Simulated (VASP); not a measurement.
Given:

```xyz
2
Lattice="0.0000 2.8986 2.8986 2.8986 0.0000 2.8986 2.8986 2.8986 0.0000" Properties=species:S:1:pos:R:3 pbc="T T T"
Pb     0.0000     0.0000     0.0000
S      2.8986     2.8986     2.8986
```

Level of theory: vdW-DF-cx, VASP's PBE PAW potentials (set 64) (plane waves; VASP). Numerical set-up: 520 eV cut-off, 8×8×8 Γ-centred mesh, Gaussian smearing of 0.050 eV, potentials Pb_d S.

Give the stress tensor in GPa (positive for a compressed cell).

```
4.23  0.00  0.00
0.00  4.23  0.00
0.00  0.00  4.23
```
The pressure is its mean diagonal, 4.23 GPa.

The compound is PbS in the rock salt structure. This cell is one point of a volume scan, at 0.94 of the reference volume.
